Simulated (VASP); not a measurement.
# NaLiB2 (P-6m2) in VASP: electric field gradients with PBE

Aim: the electric field gradients of NaLiB2 with PBE.

Program: VASP 6.6.1. These are calculated values, not measurements. Logs are shortened: lines on timing, memory, paths and dates and some standing lists are left out, and cuts for length are marked.

**1. The structure**

It takes space group P-6m2 (No. 187, hexagonal). Conventional cell: a = 4.409 Å, b = 4.409 Å, c = 3.156 Å, α = 90.00°, β = 90.00°, γ = 120.00°. Around Na (site symmetry -6m2) lie 3 B at 2.55 Å. Around Li (site symmetry -6m2) lie 3 B at 2.55 Å. B (site symmetry -6m2) has 2 B at 1.58 Å as nearest neighbours. B (site symmetry -6m2) is surrounded by 2 B at 1.58 Å.

The cell comes from a database or a generator and needn't be the stable form of this composition.

**2. Electric field gradients, PBE**

Input file INCAR:

```
PREC     = Accurate       # precision mode
ENCUT    = 520            # plane-wave cutoff, eV
EDIFF    = 1E-8           # SCF threshold, eV
ISMEAR   = -1             # smearing method
SIGMA    = 0.15           # smearing width, eV
LREAL    = False          # projectors in reciprocal space
LASPH    = True           # aspherical terms in the spheres
NELM     = 100            # most SCF steps
ALGO     = Normal         # electronic algorithm
ISIF     = 2              # what is computed and relaxed
LWAVE    = False          # write WAVECAR
LCHARG   = False          # write CHGCAR
GGA      = PE             # functional
LEFG     = True         
NBANDS   = 16             # bands
```

Input file KPOINTS:

```
Automatic mesh
0
Gamma
  12 12 12
```

Input file POSCAR:

```
NaLiB2
1.0
    4.4086141800      0.0000000000      0.0000000000
   -2.2043070900      3.8179718754      0.0000000000
    0.0000000000      0.0000000000      3.1562839897
Na Li B
1 1 2
Direct
    0.3333333333      0.6666666667      0.5000000000
    0.0000000000      0.0000000000      0.0000000000
    0.6666666667      0.3333333333      0.0000000000
    0.6666666667      0.3333333333      0.5000000000
```

Potentials or basis: VASP PAW PBE potentials, release 64 (Na_pv, Li_sv, B).

On the command line:

```console
> cat potpaw_PBE.64/Na_pv/POTCAR potpaw_PBE.64/Li_sv/POTCAR potpaw_PBE.64/B/POTCAR > POTCAR
> mpirun -np 1 vasp_std > vasp.out
```

OUTCAR:

```text
PREC = Accurate
   ENCUT = 520
   EDIFF = 1E-8
   ISMEAR = -1
   LREAL = False
   LASPH = True
   NELM = 100
   ISIF = 2
   GGA = PE

 ion  position               nearest neighbor table
   1  0.333  0.667  0.500-
   2  0.000  0.000  0.000-
   3  0.667  0.333  0.000-   4 1.58   4 1.58
   4  0.667  0.333  0.500-   3 1.58   3 1.58

  LATTYP: Found a hexagonal cell.
 ALAT       =     4.4086141800
 C/A-ratio  =     0.7159356344

  Lattice vectors:

 A1 = (   4.4086141800,   0.0000000000,   0.0000000000)
 A2 = (  -2.2043070900,   3.8179718754,   0.0000000000)
 A3 = (   0.0000000000,   0.0000000000,   3.1562839897)

Analysis of symmetry for initial positions (statically):
=====================================================================
 Subroutine PRICEL returns:
 Original cell was already a primitive cell.

 Routine SETGRP: Setting up the symmetry group for a
 hexagonal supercell.

 Subroutine GETGRP returns: Found 12 space group operations
 (whereof 12 operations were pure point group operations)
 out of a pool of 24 trial point group operations.

The static configuration has the point symmetry D_3h.

Analysis of symmetry for dynamics (positions and initial velocities):
=====================================================================
 Subroutine PRICEL returns:
 Original cell was already a primitive cell.

 Routine SETGRP: Setting up the symmetry group for a
 hexagonal supercell.

 Subroutine GETGRP returns: Found 12 space group operations
 (whereof 12 operations were pure point group operations)
 out of a pool of 24 trial point group operations.

The dynamic configuration has the point symmetry D_3h.

 Subroutine INISYM returns: Found 12 space group operations
 (whereof 12 operations are pure point group operations),
 and found     1 'primitive' translations

----------------------------------------------------------------------------------------

                                     Primitive cell

  volume of cell :      53.1265

  direct lattice vectors                    reciprocal lattice vectors
     4.408614180  0.000000000  0.000000000     0.226828649  0.130959582  0.000000000
    -2.204307090  3.817971875  0.000000000     0.000000000  0.261919164  0.000000000
     0.000000000  0.000000000  3.156283990     0.000000000  0.000000000  0.316828271

  length of vectors
     4.408614180  4.408614180  3.156283990     0.261919164  0.261919164  0.316828271

  position of ions in fractional coordinates (direct lattice)
     0.333333333  0.666666667  0.500000000
     0.000000000  0.000000000  0.000000000
     0.666666667  0.333333333  0.000000000
     0.666666667  0.333333333  0.500000000

  ion indices of the primitive-cell ions
   primitive index   ion index
                 1           1
                 2           2
                 3           3
                 4           4

----------------------------------------------------------------------------------------

 KPOINTS: Automatic mesh

Automatic generation of k-mesh.
 Grid dimensions read from file:
 generate k-points for:   12   12   12

 Generating k-lattice:

  Cartesian coordinates                     Fractional coordinates (reciprocal lattice)
     0.018902387  0.010913298  0.000000000     0.083333333  0.000000000  0.000000000
     0.000000000  0.021826597  0.000000000     0.000000000  0.083333333  0.000000000
     0.000000000  0.000000000  0.026402356     0.000000000  0.000000000  0.083333333

  Length of vectors
     0.021826597  0.021826597  0.026402356

  Shift w.r.t. Gamma in fractional coordinates (k-lattice)
     0.000000000  0.000000000  0.000000000

 Subroutine IBZKPT returns following result:
 ===========================================

 Found    133 irreducible k-points:

 Following reciprocal coordinates:
            Coordinates               Weight
  0.000000  0.000000  0.000000      1.000000
  0.083333  0.000000  0.000000      6.000000
  0.166667  0.000000  0.000000      6.000000
  0.250000  0.000000  0.000000      6.000000
  0.333333  0.000000  0.000000      6.000000
  0.416667  0.000000  0.000000      6.000000
[... 16 lines left out ...]
  0.250000  0.000000  0.083333     12.000000
  0.333333  0.000000  0.083333     12.000000
 [... further k-points ...]
   k-points           NKPTS =    133   k-points in BZ     NKDIM =    133   number of bands    NBANDS=     16
   number of dos      NEDOS =    301   number of ions     NIONS =      4
   total plane-waves  NPLWV =  31104
   dimension x,y,z NGX =    36 NGY =   36 NGZ =   24
   dimension x,y,z NGXF=    72 NGYF=   72 NGZF=   48
   ions per type =               1   1   2
   NGX,Y,Z   is equivalent  to a cutoff of  13.58, 13.58, 12.64 a.u.
   NGXF,Y,Z  is equivalent  to a cutoff of  27.15, 27.15, 25.28 a.u.
 SYSTEM =  unknown system
   PREC   = accura    normal or accurate (medium, high low for compatibility)
   ISTART =      0    job   : 0-new  1-cont  2-samecut
   ICHARG =      2    charge: 1-file 2-atom 10-const
   ISPIN  =      1    spin polarized calculation?
   LNONCOLLINEAR =      F non collinear calculations
   LSORBIT =      F    spin-orbit coupling
   LASPH  =      T    aspherical Exc in radial PAW
   ENCUT  =  520.0 eV  38.22 Ry    6.18 a.u.   8.20  8.20  5.87*2*pi/ulx,y,z
   NELM   =    100;   NELMIN=  2; NELMDL= -5     # of ELM steps
   EDIFF  = 0.1E-07   stopping-criterion for ELM
   LREAL  =      F    real-space projection
   EDIFFG = 0.1E-06   stopping-criterion for IOM
   NSW    =      0    number of steps for IOM
   IBRION =     -1    ionic relax: 0-MD 1-quasi-New 2-CG
   NFREE  =      0    steps in history (QN), initial steepest desc. (CG)
   ISIF   =      2    stress and relaxation
   ISYM   =      2    0-nonsym 1-usesym 2-fastsym
   POTIM  = 0.5000    time-step for ionic-motion
   TEBEG  =    0.0;   TEEND  =   0.0 temperature during run
   PSTRESS=    0.0 pullay stress
   NELECT =      16.0000    total number of electrons
   NUPDOWN=      -1.0000    fix difference up-down
   EMIN   =  10.00;   EMAX   =-10.00  energy-range for DOS
   EFERMI =   0.00;   METHOD = LEGACY
   ISMEAR =    -1;   SIGMA  =   0.15  broadening in eV -4-tet -1-fermi 0-gaus
   EFERMI_NEDOS =   21; number of points for ismear=-14 and -15
   IALGO  =     38    algorithm
   IMIX   =      4    mixing-type and parameters
     AMIX     =   0.40;   BMIX     =  1.00
     AMIX_MAG =   1.60;   BMIX_MAG =  1.00
  volume/ion in A,a.u.               =      13.28        89.63
  Fermi-wavevector in a.u.,A,eV,Ry     =   1.097348  2.073688 16.383775  1.204173
  Thomas-Fermi vector in A             =   2.233707
   LORBIT       =      0    0 simple, 1 ext, 2 COOP (PROOUT), +10 PAW based schemes
   GGA     = PE    functional components
   LHFCALC =     F    Hartree Fock is set to
   AEXX    =    0.0000 exact exchange contribution
   IVDW    =     0    specifies the selected vdW correction
   LEPSILON=     F    determine dielectric tensor
   LRPA    =     F    only Hartree local field effects (RPA)
 non-spin polarized calculation
  energy-cutoff  :      520.00
  volume of cell :       53.13
 maximum number of plane-waves:      1452
 NGX is ok and might be reduce to    36
   NGX = 17   NGY = 17   NGZ = 11

 number of electron      16.0000010 magnetization

 Free energy of the ion-electron system (eV)
  ---------------------------------------------------
  ext. energy  EPLUGINS =         0.00000000
  ---------------------------------------------------
  free energy    TOTEN  =       -16.53391623 eV

  energy without entropy =      -16.49447588  energy(sigma->0) =      -16.51419606

 E-fermi :   2.8099     XC(G=0):  -8.9214

 val. band max:        2.7817373748   @ k =   0.4167   0.1667   0.5000
 cond. band min:       2.8244472074   @ k =   0.1667   0.0833   0.5000
 fundamental gap:      0.0427098326
 Fermi energy:         2.8098772272

 k-point     1 :       0.0000    0.0000    0.0000
  band No.  band energies     occupation
      1     -44.1171      2.00000
      2     -21.4076      2.00000
      3     -21.4043      2.00000
      4     -21.4043      2.00000
      5      -7.2736      2.00000
      6      -0.6435      2.00000
[... 8 lines left out ...]
     15      11.8464      0.00000
     16      12.9648      0.00000

 k-point     2 :       0.0833    0.0000    0.0000
  band No.  band energies     occupation
      1     -44.1171      2.00000
      2     -21.4076      2.00000
      3     -21.4049      2.00000
      4     -21.4044      2.00000
      5      -7.2461      2.00000
      6      -0.6398      2.00000
[... 8 lines left out ...]
     15      11.9422      0.00000
     16      12.9107      0.00000

 k-point     3 :       0.1667    0.0000    0.0000
  band No.  band energies     occupation
      1     -44.1171      2.00000
      2     -21.4074      2.00000
      3     -21.4067      2.00000
      4     -21.4049      2.00000
      5      -7.1686      2.00000
      6      -0.6297      2.00000
[... 8 lines left out ...]
     15      12.3394      0.00000
     16      12.7668      0.00000
[... 362 lines left out ...]
 k-point    23 :       0.2500    0.0000    0.0833
  band No.  band energies     occupation
      1     -44.1167      2.00000
      2     -21.4141      2.00000
      3     -21.4083      2.00000
      4     -21.4047      2.00000
      5      -6.9839      2.00000
      6      -0.8226      2.00000
[... 8 lines left out ...]
     15      12.8997      0.00000
     16      13.1344      0.00000

 k-point    24 :       0.3333    0.0000    0.0833
  band No.  band energies     occupation
      1     -44.1167      2.00000
      2     -21.4140      2.00000
      3     -21.4107      2.00000
      4     -21.4053      2.00000
      5      -6.8634      2.00000
      6      -1.1965      2.00000
[... 8 lines left out ...]
     15      13.0210      0.00000
     16      13.3115      0.00000

 [... further k-points ...]

------------------------ aborting loop because EDIFF is reached ----------------------------------------

  FORCE on cell =-STRESS in cart. coord.  units (eV):
  Direction    XX          YY          ZZ          XY          YZ          ZX
  --------------------------------------------------------------------------------------
  -------------------------------------------------------------------------------------
  Total        0.0026453      0.0026453     -0.0137511     -0.0000000     -0.0000000      0.0000000
  in kB        0.0797765      0.0797765     -0.4147027     -0.0000000     -0.0000000      0.0000000
  external PRESSURE =      -0.0850499 kB  Pullay stress =       0.0000000 kB

 VOLUME and BASIS-vectors are now :
 -----------------------------------------------------------------------------
  energy-cutoff  :      520.00
  volume of cell :       53.13
      direct lattice vectors                 reciprocal lattice vectors
     4.408614180  0.000000000  0.000000000     0.226828649  0.130959582  0.000000000
    -2.204307090  3.817971875  0.000000000     0.000000000  0.261919164  0.000000000
     0.000000000  0.000000000  3.156283990     0.000000000  0.000000000  0.316828271

 POSITION                                       TOTAL-FORCE (eV/Angst)
 -----------------------------------------------------------------------------------
     -0.00000      2.54531      1.57814        -0.000000     -0.000000      0.000000
      0.00000      0.00000      0.00000         0.000000     -0.000000      0.000000
      2.20431      1.27266      0.00000         0.000000      0.000000      0.000000
      2.20431      1.27266      1.57814         0.000000     -0.000000      0.000000
 -----------------------------------------------------------------------------------
    total drift:                                0.000000     -0.000000     -0.000000

  FREE ENERGIE OF THE ION-ELECTRON SYSTEM (eV)
  ---------------------------------------------------
  free  energy   TOTEN  =       -16.5339162307 eV

  energy  without entropy=      -16.4944758828  energy(sigma->0) =      -16.51419606

 Electric field gradients (V/A^2)
---------------------------------------------------------------------
 ion       V_xx      V_yy      V_zz      V_xy      V_xz      V_yz
---------------------------------------------------------------------
   1      -7.757    -7.755    15.512     0.001     0.000    -0.000
   2      -0.422    -0.416     0.839     0.005    -0.000    -0.000
   3      15.611    15.611   -31.222     0.000     0.000     0.000
   4      16.734    16.734   -33.468     0.000     0.000     0.000
---------------------------------------------------------------------

 Electric field gradients after diagonalization (V/A^2)
 (convention: |V_zz| > |V_xx| > |V_yy|)
----------------------------------------------------------------------
 ion       V_xx      V_yy      V_zz     asymmetry (V_yy - V_xx)/ V_zz
----------------------------------------------------------------------
   1      -7.757    -7.755    15.512       0.000
   2      -0.425    -0.414     0.839       0.014
   3      15.611    15.611   -31.222       0.000
   4      16.734    16.734   -33.468       0.000
----------------------------------------------------------------------

           NMR quadrupolar parameters

 Cq : quadrupolar parameter    Cq=e*Q*V_zz/h
 eta: asymmetry parameters     (V_yy - V_xx)/ V_zz
 Q  : nuclear electric quadrupole moment in mb (millibarn)
----------------------------------------------------------------------
 ion       Cq(MHz)       eta       Q (mb)
----------------------------------------------------------------------
   1       0.038       0.000       1.000
   2       0.002       0.014       1.000
   3      -0.075       0.000       1.000
   4      -0.081       0.000       1.000
----------------------------------------------------------------------
```

Wall time 54 s (1 thread of Intel Xeon Platinum 8488C (Sapphire Rapids), shared host); peak memory 0.24 GiB.

Results:

```
Free energy            : -16.5339 eV
Band gap on the k mesh : none (metal or under the smearing width)
```

Electric field gradients, principal values (V/Å²):
| atom | Vxx | Vyy | Vzz |
| --- | --- | --- | --- |
| 1 Na | -7.755 | -7.757 | 15.512 |
| 2 Li | -0.414 | -0.425 | 0.839 |
| 3 B | 15.611 | 15.611 | -31.222 |
| 4 B | 16.734 | 16.734 | -33.468 |

Caveat: the cutoff is under 1.25 times the usual one of these potentials, so pressure, stress and relaxed cells hold a basis-set (Pulay) error.
